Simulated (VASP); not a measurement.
Level of theory: optB88-vdW, VASP's PBE PAW potentials (set 64) (plane waves; VASP).

The input files of a VASP run:

**KPOINTS**
```
Automatic mesh
0
Gamma
6 6 6
0 0 0
```

### INCAR
```
NELM  =  100   # most electronic steps
SYSTEM  =  BaTiO3
GGA  =  BO
EDIFF  =  1E-7   # SCF stop (eV)
ENCUT  =  520   # plane-wave cut-off (eV)
LWAVE  =  .False.
PARAM1  =  0.1833333333
AGGAC  =  0.0
ISIF  =  2   # forces and stress, cell fixed
NEDOS  =  601   # DOS grid
LMAXMIX  =  4
ALGO  =  Normal
PARAM2  =  0.22
LUSE_VDW  =  .True.
LREAL  =  .False.
LASPH  =  .True.   # aspherical one-centre terms
LCHARG  =  .True.
PREC  =  Accurate
LEFG  =  .True.
LORBIT  =  11
ISMEAR  =  -5   # tetrahedra, Bloechl
```

**POSCAR**
```
BaTiO3
1
    4.0206983145     0.0000000000     0.0000000000
    0.0000000000     4.0206983145     0.0000000000
    0.0000000000     0.0000000000     4.0206983145
Ba Ti O
1 1 3
Direct
  0.0000000000   0.0000000000   0.0000000000
  0.5000000000   0.5000000000   0.5000000000
  0.5000000000   0.0000000000   0.5000000000
  0.0000000000   0.5000000000   0.5000000000
  0.5000000000   0.5000000000   0.0000000000
```

POTCAR, in this order: Ba_sv Ti_sv O (PBE.64 set). Program: vasp_std.

Problem. What will the output report for the number of irreducible k-points (NKPTS), largest plane-wave count, number of space-group operations, FFT grid (NGX, NGY, NGZ)?

Solution. 
```yaml
number of irreducible k-points (NKPTS): 20
largest_plane_wave_count: 1775
number_of_space_group_operations: 48
FFT grid (NGX, NGY, NGZ): 30 × 30 × 30
```

The compound is BaTiO3 in the cubic perovskite structure, the ideal cubic form; the compound distorts at low or room temperature. It was relaxed first.
